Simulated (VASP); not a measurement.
An input for Quantum ESPRESSO's pw.x (written as the equivalent of a VASP run, and not itself run):

```
&CONTROL
  calculation = 'vc-relax'
  pseudo_dir = './pseudo'
  outdir = './out'
  tprnfor = .true.
  tstress = .true.
  nstep = 60
  forc_conv_thr = 0.00039
/
&SYSTEM
  ibrav = 0
  nat = 1
  ntyp = 1
  ecutwfc = 58
  occupations = 'smearing'
  smearing = 'methfessel-paxton'
  degauss = 0.00735
  input_dft = 'vdw-df2-b86r'
/
&ELECTRONS
  conv_thr = 7.3e-08
  electron_maxstep = 100
/
&IONS
/
&CELL
/
ATOMIC_SPECIES
  Ta 180.948 Ta.upf
CELL_PARAMETERS angstrom
    -1.6500000    1.6500000    1.6500000
     1.6500000   -1.6500000    1.6500000
     1.6500000    1.6500000   -1.6500000
ATOMIC_POSITIONS crystal
  Ta   0.0000000  0.0000000  0.0000000
K_POINTS automatic
  14 14 14 0 0 0
```

Question: Translate this input to VASP (INCAR, KPOINTS, POSCAR, choice of POTCAR).

Answer: One answer among several that fit: 
INCAR:
```
# general
SYSTEM  =Ta
PREC    =Accurate
ENCUT   =520
LREAL   =.False.
LASPH   =.True.

# electronic loop
EDIFF   =1E-6
NELM    =100
ALGO    =Normal
LMAXMIX =6

# smearing
ISMEAR  =1
SIGMA   =0.1

# functional
GGA     =MK
LUSE_VDW=.True.
AGGAC   =0.0
PARAM1  =0.1234568
PARAM2  =0.7114
ZAB_VDW =-1.8867

# ions
IBRION  =2
NSW     =60
ISIF    =3
EDIFFG  =-0.01

# output
LWAVE   =.False.
LCHARG  =.False.
```

KPOINTS:
```
K-points
0
gamma
  14 14 14
0 0 0
```

### POSCAR
```
Ta
1
   -1.6500000000     1.6500000000     1.6500000000
    1.6500000000    -1.6500000000     1.6500000000
    1.6500000000     1.6500000000    -1.6500000000
Ta
1
Direct
  0.0000000000   0.0000000000   0.0000000000
```

POTCAR, in this order: Ta_pv (PBE.64 set). Program: vasp_std.

What does not carry over: the potentials are each code's own (VASP's PAW set, PseudoDojo norm-conserving files in pw.x), so ENCUT and ecutwfc are chosen apart and not converted; conv_thr bounds pw.x's estimated SCF error, while EDIFF bounds the energy change between steps; forc_conv_thr acts on force components and is met together with etot_conv_thr.

The compound is Ta in the bcc structure. This run relaxes it. Symmetry was kept, so distortions that lower it aren't found.
